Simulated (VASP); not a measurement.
Output of a VASP run:

**OUTCAR**
```
 ion  position               nearest neighbor table
   1  0.500  0.000  0.000-  32 1.57  46 1.57  54 1.57  62 1.57
   2  0.750  0.250  0.000-  55 1.52  33 1.57  44 1.57  32 1.57
   3  0.750  0.000  0.250-  49 1.57  34 1.57  38 1.57  32 1.57
   4  0.000  0.000  0.000-  35 1.57  38 1.57  44 1.57  63 1.57
   5  0.250  0.250  0.000-  36 1.57  35 1.57  54 1.57  60 1.57
   6  0.500  0.500  0.000-  36 1.53  37 1.56  55 1.57  61 1.61
   7  0.750  0.750  0.000-  38 1.57  56 1.57  62 1.57  37 1.59
   8  0.250  0.000  0.250-  35 1.57  46 1.57  57 1.57  39 1.59
   9  0.503  0.257  0.252-  40 1.48  36 1.57  39 1.57  32 1.59
  10  0.743  0.494  0.251-  37 1.53  40 1.57  33 1.58  41 1.64
  11  0.500  0.000  0.500-  39 1.56  49 1.57  59 1.59  42 1.59
  12  0.744  0.247  0.494-  40 1.53  34 1.56  42 1.57  43 1.68
  13  0.750  0.000  0.750-  42 1.50  44 1.57  53 1.57  62 1.57
  14  0.000  0.500  0.000-  33 1.57  45 1.57  56 1.57  60 1.57
  15  0.250  0.750  0.000-  45 1.57  46 1.57  63 1.57  61 1.58
  16  0.000  0.250  0.250-  33 1.57  34 1.57  35 1.57  47 1.57
  17  0.249  0.501  0.251-  48 1.51  47 1.56  45 1.57  36 1.61
  18  0.502  0.757  0.253-  49 1.54  46 1.56  48 1.63  37 1.64
  19  0.000  0.000  0.500-  34 1.57  50 1.57  53 1.57  57 1.57
  20  0.243  0.245  0.496-  50 1.54  47 1.55  39 1.58  51 1.61
  21  0.754  0.746  0.499-  41 1.54  52 1.56  53 1.57  49 1.58
  22  0.250  0.000  0.750-  59 1.56  54 1.57  50 1.57  63 1.57
  23  0.499  0.252  0.749-  51 1.53  54 1.58  42 1.62  55 1.62
  24  0.750  0.496  0.745-  43 1.53  55 1.57  52 1.60  56 1.61
  25  0.000  0.750  0.250-  41 1.53  38 1.57  45 1.57  57 1.57
  26  0.000  0.500  0.500-  58 1.52  43 1.55  47 1.57  41 1.59
  27  0.243  0.756  0.496-  57 1.50  59 1.56  58 1.58  48 1.61
  28  0.000  0.250  0.750-  43 1.54  44 1.57  50 1.57  60 1.57
  29  0.250  0.494  0.743-  61 1.56  60 1.57  58 1.58  51 1.59
  30  0.506  0.750  0.750-  62 1.54  52 1.56  59 1.61  61 1.61
  31  0.000  0.750  0.750-  53 1.57  56 1.57  63 1.57  58 1.61
  32  0.625  0.125  0.125-   1 1.57   2 1.57   3 1.57   9 1.59
  33  0.875  0.375  0.125-   2 1.57  14 1.57  16 1.57  10 1.58
  34  0.875  0.125  0.375-  12 1.56   3 1.57  16 1.57  19 1.57
  35  0.125  0.125  0.125-   4 1.57   5 1.57   8 1.57  16 1.57
  36  0.379  0.376  0.120-   6 1.53   9 1.57   5 1.57  17 1.61
  37  0.628  0.618  0.125-  10 1.53   6 1.56   7 1.59  18 1.64
  38  0.875  0.875  0.125-   3 1.57   4 1.57   7 1.57  25 1.57
  39  0.380  0.126  0.374-  11 1.56   9 1.57  20 1.58   8 1.59
  40  0.618  0.370  0.377-   9 1.48  12 1.53  10 1.57
  41  0.877  0.630  0.372-  25 1.53  21 1.54  26 1.59  10 1.64
  42  0.632  0.119  0.629-  13 1.50  12 1.57  11 1.59  23 1.62
  43  0.881  0.378  0.629-  24 1.53  28 1.54  26 1.55  12 1.68
  44  0.875  0.125  0.875-   2 1.57   4 1.57  13 1.57  28 1.57
  45  0.125  0.625  0.125-  17 1.57  15 1.57  14 1.57  25 1.57
  46  0.375  0.875  0.125-  18 1.56   8 1.57  15 1.57   1 1.57
  47  0.126  0.375  0.375-  20 1.55  17 1.56  26 1.57  16 1.57
  48  0.369  0.621  0.372-  17 1.51  27 1.61  18 1.63
  49  0.628  0.875  0.377-  18 1.54   3 1.57  11 1.57  21 1.58
  50  0.125  0.125  0.625-  20 1.54  19 1.57  22 1.57  28 1.57
  51  0.380  0.368  0.620-  23 1.53  29 1.59  20 1.61
  52  0.622  0.626  0.620-  30 1.56  21 1.56  24 1.60
  53  0.875  0.875  0.625-  13 1.57  19 1.57  31 1.57  21 1.57
  54  0.375  0.125  0.875-   1 1.57   5 1.57  22 1.57  23 1.58
  55  0.631  0.375  0.881-   2 1.52   6 1.57  24 1.57  23 1.62
  56  0.875  0.625  0.875-   7 1.57  14 1.57  31 1.57  24 1.61
  57  0.125  0.875  0.375-  27 1.50  19 1.57  25 1.57   8 1.57
  58  0.124  0.620  0.619-  26 1.52  29 1.58  27 1.58  31 1.61
  59  0.371  0.873  0.624-  27 1.56  22 1.56  11 1.59  30 1.61
  60  0.125  0.375  0.875-   5 1.57  14 1.57  28 1.57  29 1.57
  61  0.369  0.622  0.869-  29 1.56  15 1.58  30 1.61   6 1.61
  62  0.625  0.875  0.875-  30 1.54   7 1.57  13 1.57   1 1.57
  63  0.125  0.875  0.875-   4 1.57  15 1.57  22 1.57  31 1.57
 Subroutine IBZKPT returns following result:
 Found      1 irreducible k-points:

 Following reciprocal coordinates:
            Coordinates               Weight
  0.000000  0.000000  0.000000      1.000000
   k-points           NKPTS =      1   k-points in BZ     NKDIM =      1   number of bands    NBANDS=    158
   number of dos      NEDOS =    301   number of ions     NIONS =     63
   total plane-waves  NPLWV =  46656
   dimension x,y,z NGX =    36 NGY =   36 NGZ =   36
   dimension x,y,z NGXF=    72 NGYF=   72 NGZF=   72
   ions per type =              31  32
   PREC   = normal    normal or accurate (medium, high low for compatibility)
   ISTART =      0    job   : 0-new  1-cont  2-samecut
   ICHARG =      2    charge: 1-file 2-atom 10-const
   ISPIN  =      2    spin polarized calculation?
...
```

File OSZICAR:
```
...
RMM:   5    -0.556370465535E+03    0.41242E-05   -0.44712E-04   648   0.510E-02    0.423E-02
RMM:   6    -0.556370468682E+03   -0.31465E-05   -0.91014E-05   575   0.239E-02
   8 F= -.55637047E+03 E0= -.55636982E+03  d E =-.139924E-01  mag=     3.0000
       N       E                     dE             d eps       ncg     rms          rms(c)
DAV:   1    -0.556371135341E+03   -0.66981E-03   -0.18013E-01   720   0.120E+00    0.958E-02
RMM:   2    -0.556371345303E+03   -0.20996E-03   -0.29563E-03   632   0.153E-01    0.487E-02
RMM:   3    -0.556371360224E+03   -0.14921E-04   -0.38083E-04   634   0.541E-02    0.310E-02
RMM:   4    -0.556371358858E+03    0.13655E-05   -0.83494E-05   603   0.224E-02
   9 F= -.55637136E+03 E0= -.55637076E+03  d E =-.148825E-01  mag=     3.0000
       N       E                     dE             d eps       ncg     rms          rms(c)
DAV:   1    -0.556373008436E+03   -0.16482E-02   -0.77163E-01   704   0.252E+00    0.190E-01
RMM:   2    -0.556373838129E+03   -0.82969E-03   -0.12676E-02   632   0.318E-01    0.974E-02
RMM:   3    -0.556373884152E+03   -0.46023E-04   -0.17225E-03   634   0.113E-01    0.606E-02
RMM:   4    -0.556373885646E+03   -0.14945E-05   -0.39611E-04   639   0.475E-02    0.338E-02
RMM:   5    -0.556373888452E+03   -0.28059E-05   -0.77159E-05   555   0.212E-02
  10 F= -.55637389E+03 E0= -.55637326E+03  d E =-.252959E-02  mag=     3.0000
       N       E                     dE             d eps       ncg     rms          rms(c)
DAV:   1    -0.556374033144E+03   -0.14750E-03   -0.32771E-02   720   0.519E-01    0.390E-02
RMM:   2    -0.556374064934E+03   -0.31791E-04   -0.52494E-04   632   0.646E-02    0.181E-02
RMM:   3    -0.556374065813E+03   -0.87870E-06   -0.70738E-05   556   0.228E-02    0.111E-02
RMM:   4    -0.556374065533E+03    0.28031E-06   -0.14305E-05   387   0.911E-03
  11 F= -.55637407E+03 E0= -.55637344E+03  d E =-.270667E-02  mag=     3.0000
       N       E                     dE             d eps       ncg     rms          rms(c)
DAV:   1    -0.556374592975E+03   -0.52716E-03   -0.17099E-01   704   0.117E+00    0.934E-02
RMM:   2    -0.556374783806E+03   -0.19083E-03   -0.27823E-03   632   0.148E-01    0.486E-02
RMM:   3    -0.556374797471E+03   -0.13665E-04   -0.38032E-04   635   0.528E-02    0.307E-02
RMM:   4    -0.556374796218E+03    0.12531E-05   -0.98851E-05   614   0.227E-02
  12 F= -.55637480E+03 E0= -.55637419E+03  d E =-.730685E-03  mag=     3.0000
       N       E                     dE             d eps       ncg     rms          rms(c)
DAV:   1    -0.556374796145E+03    0.13260E-05   -0.55413E-04   736   0.670E-02    0.966E-03
RMM:   2    -0.556374796649E+03   -0.50392E-06   -0.11045E-05   375   0.943E-03    0.425E-03
RMM:   3    -0.556374796726E+03   -0.77260E-07   -0.14467E-06   364   0.334E-03    0.244E-03
RMM:   4    -0.556374796706E+03    0.20176E-07   -0.44743E-08   119   0.146E-03
  13 F= -.55637480E+03 E0= -.55637418E+03  d E =-.731173E-03  mag=     3.0000
       N       E                     dE             d eps       ncg     rms          rms(c)
DAV:   1    -0.556374975086E+03   -0.17836E-03   -0.52883E-02   688   0.648E-01    0.474E-02
RMM:   2    -0.556375033388E+03   -0.58302E-04   -0.76125E-04   632   0.774E-02    0.253E-02
RMM:   3    -0.556375039067E+03   -0.56794E-05   -0.11192E-04   591   0.280E-02    0.161E-02
RMM:   4    -0.556375038965E+03    0.10216E-06   -0.27754E-05   423   0.119E-02
  14 F= -.55637504E+03 E0= -.55637443E+03  d E =-.242259E-03  mag=     3.0000
```

OUTCAR:
```
------------------------ aborting loop because EDIFF is reached ----------------------------------------
  FORCE on cell =-STRESS in cart. coord.  units (eV):
  Direction    XX          YY          ZZ          XY          YZ          ZX
  --------------------------------------------------------------------------------------
  Total      -32.5094977    -31.9536472    -31.9519843      0.4831643     -3.5688069      0.5897533
  in kB     -136.7436738   -134.4056171   -134.3986228      2.0323186    -15.0113597      2.4806607
  external PRESSURE =    -135.1826379 kB  Pullay stress =       0.0000000 kB
  volume of cell :      380.90
      direct lattice vectors                 reciprocal lattice vectors
     7.248884826  0.000000000  0.000000000     0.137952254  0.000000000  0.000000000
     0.000000000  7.248884826  0.000000000     0.000000000  0.137952254  0.000000000
     0.000000000  0.000000000  7.248884826     0.000000000  0.000000000  0.137952254
  FREE ENERGIE OF THE ION-ELECTRON SYSTEM (eV)
  ---------------------------------------------------
  free  energy   TOTEN  =      -556.3750389651 eV

  energy  without entropy=     -556.3738262116  energy(sigma->0) =     -556.37443259

 total charge

# of ion       s       p       d       tot
------------------------------------------
    1        0.677   1.351   0.000   2.028
    2        0.672   1.347   0.000   2.018
    3        0.672   1.347   0.000   2.018
    4        0.670   1.342   0.000   2.013
    5        0.671   1.345   0.000   2.016
    6        0.670   1.339   0.000   2.008
    7        0.671   1.343   0.000   2.014
    8        0.671   1.345   0.000   2.017
    9        0.674   1.353   0.000   2.028
   10        0.675   1.350   0.000   2.025
   11        0.670   1.339   0.000   2.008
   12        0.675   1.351   0.000   2.026
   13        0.671   1.343   0.000   2.014
   14        0.677   1.351   0.000   2.028
   15        0.671   1.344   0.000   2.015
   16        0.672   1.347   0.000   2.019
   17        0.674   1.358   0.000   2.032
   18        0.675   1.355   0.000   2.030
   19        0.677   1.351   0.000   2.029
   20        0.674   1.358   0.000   2.033
   21        0.674   1.359   0.000   2.033
   22        0.671   1.344   0.000   2.015
   23        0.675   1.355   0.000   2.030
   24        0.675   1.359   0.000   2.033
   25        0.671   1.345   0.000   2.016
   26        0.670   1.339   0.000   2.008
   27        0.674   1.350   0.000   2.025
   28        0.671   1.345   0.000   2.016
   29        0.674   1.350   0.000   2.024
   30        0.674   1.353   0.000   2.027
   31        0.671   1.343   0.000   2.013
   32        1.231   2.662   0.000   3.894
   33        1.232   2.657   0.000   3.889
   34        1.232   2.657   0.000   3.889
   35        1.226   2.688   0.000   3.914
   36        1.224   2.692   0.000   3.916
   37        1.226   2.684   0.000   3.909
   38        1.226   2.691   0.000   3.917
   39        1.224   2.692   0.000   3.916
   40        1.260   2.558   0.000   3.818
   41        1.224   2.691   0.000   3.916
   42        1.226   2.684   0.000   3.910
   43        1.224   2.691   0.000   3.916
   44        1.226   2.691   0.000   3.917
   45        1.228   2.683   0.000   3.911
   46        1.229   2.676   0.000   3.905
   47        1.224   2.694   0.000   3.918
   48        1.254   2.571   0.000   3.825
...
```
(Selected blocks of OUTCAR.)

**POSCAR**
```
B31N32
1
    7.2488848260     0.0000000000     0.0000000000
    0.0000000000     7.2488848260     0.0000000000
   -0.0000000000    -0.0000000000     7.2488848260
B N
31 32
Direct
  0.5000000000   0.0000000000   0.0000000000
  0.7500000000   0.2500000000   0.0000000000
  0.7500000000   0.0000000000   0.2500000000
  0.0000000000   0.0000000000   0.0000000000
  0.2500000000   0.2500000000   0.0000000000
  0.5000000000   0.5000000000   0.0000000000
  0.7500000000   0.7500000000   0.0000000000
  0.2500000000   0.0000000000   0.2500000000
  0.5027990000   0.2568010000   0.2518910000
  0.7431490000   0.4940840000   0.2509450000
  0.5000000000   0.0000000000   0.5000000000
  0.7441190000   0.2469870000   0.4942700000
  0.7500000000   0.0000000000   0.7500000000
  0.0000000000   0.5000000000   0.0000000000
  0.2500000000   0.7500000000   0.0000000000
  0.0000000000   0.2500000000   0.2500000000
  0.2494390000   0.5006050000   0.2510590000
  0.5020570000   0.7566080000   0.2529940000
  0.0000000000   0.0000000000   0.5000000000
  0.2433970000   0.2446250000   0.4964780000
  0.7539510000   0.7458770000   0.4992010000
  0.2500000000   0.0000000000   0.7500000000
  0.4990230000   0.2521100000   0.7493740000
  0.7498040000   0.4956120000   0.7454940000
  0.0000000000   0.7500000000   0.2500000000
  0.0000000000   0.5000000000   0.5000000000
  0.2433220000   0.7557970000   0.4964760000
  0.0000000000   0.2500000000   0.7500000000
  0.2499470000   0.4936110000   0.7434810000
  0.5057240000   0.7504860000   0.7502920000
  0.0000000000   0.7500000000   0.7500000000
  0.6250000000   0.1250000000   0.1250000000
  0.8750000000   0.3750000000   0.1250000000
  0.8750000000   0.1250000000   0.3750000000
  0.1250000000   0.1250000000   0.1250000000
  0.3787780000   0.3756750000   0.1202730000
  0.6279950000   0.6183040000   0.1251820000
  0.8750000000   0.8750000000   0.1250000000
  0.3797080000   0.1264600000   0.3743830000
  0.6183380000   0.3700150000   0.3770100000
  0.8773430000   0.6298060000   0.3716110000
  0.6318420000   0.1194690000   0.6291040000
  0.8806610000   0.3780770000   0.6289370000
  0.8750000000   0.1250000000   0.8750000000
  0.1250000000   0.6250000000   0.1250000000
  0.3750000000   0.8750000000   0.1250000000
  0.1259300000   0.3751480000   0.3750930000
  0.3685730000   0.6208280000   0.3717210000
  0.6276320000   0.8746890000   0.3769150000
  0.1250000000   0.1250000000   0.6250000000
  0.3799040000   0.3682310000   0.6198080000
  0.6221070000   0.6255510000   0.6196640000
  0.8750000000   0.8750000000   0.6250000000
  0.3750000000   0.1250000000   0.8750000000
  0.6305630000   0.3752700000   0.8810440000
  0.8750000000   0.6250000000   0.8750000000
  0.1250000000   0.8750000000   0.3750000000
  0.1243460000   0.6199750000   0.6187610000
  0.3711040000   0.8732700000   0.6240880000
  0.1250000000   0.3750000000   0.8750000000
  0.3687540000   0.6221390000   0.8687360000
  0.6250000000   0.8750000000   0.8750000000
  0.1250000000   0.8750000000   0.8750000000
```

Problem. Write an INCAR and KPOINTS that could have produced this output.

Solution. One answer among several that fit: the input of the run itself, PBE GGA, plane waves, VASP's PBE PAW potentials (set 64).

**KPOINTS**
```
Automatic mesh
0
Gamma
1 1 1
0 0 0
```

### INCAR
```
ALGO  =  Fast
EDIFF  =  1E-5
EDIFFG  =  -0.03
ENCUT  =  400
GGA  =  PE
IBRION  =  2
ISIF  =  2
ISMEAR  =  0
ISPIN  =  2
ISYM  =  0
LASPH  =  .TRUE.
LCHARG  =  .FALSE.
LORBIT  =  10
LREAL  =  Auto
LWAVE  =  .FALSE.
MAGMOM  =  63*0.0476
NELECT  =  251.0
NELM  =  100
NELMIN  =  4
NSW  =  60
NUPDOWN  =  3
PREC  =  Normal
SIGMA  =  0.05
SYSTEM  =  B31N32
```

POTCAR, in this order: B N (PBE.64 set). Program: vasp_gam.

At this cut-off the stress carries a Pulay error, which pulls relaxed volumes low. The cell is charged, with a uniform compensating background. The supercell is sampled at Γ alone, which is coarse: total energies, pressure and levels can be off, energies of defects by several tenths of an eV.

The cell is a supercell with a defect, built from BN (zinc blende): vac_B, charge +2.
